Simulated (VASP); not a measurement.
Crystal: Ni.

```xyz
1
Lattice="0.0000 1.7619 1.7619 1.7619 0.0000 1.7619 1.7619 1.7619 0.0000" Properties=species:S:1:pos:R:3 pbc="T T T"
Ni    0.0000    0.0000    0.0000
```

Base run:

- Program: VASP 6.6.1
- Functional: PBE
- Potentials or basis: VASP PAW PBE potentials, release 64 (Ni)
- Cutoff: 520 eV
- k mesh: 22 × 22 × 22
- Occupations: gaussian, width 0.1 eV
- Spin: collinear spin, ferromagnetic start
- Starting moments: [0.8] μB

Its results: band gap on the k mesh none (metal or under the smearing width); pressure -0.9 GPa; net moment 0.64 μB per cell; site moments Ni +0.65 μB.

Q: The run is repeated on the same cell with these changes: k mesh from 22 × 22 × 22 to 10 × 10 × 10. What comes out?

A: Band gap on the k mesh none (metal or under the smearing width); pressure -0.4 GPa; net moment 0.72 μB per cell; site moments Ni +0.73 μB.
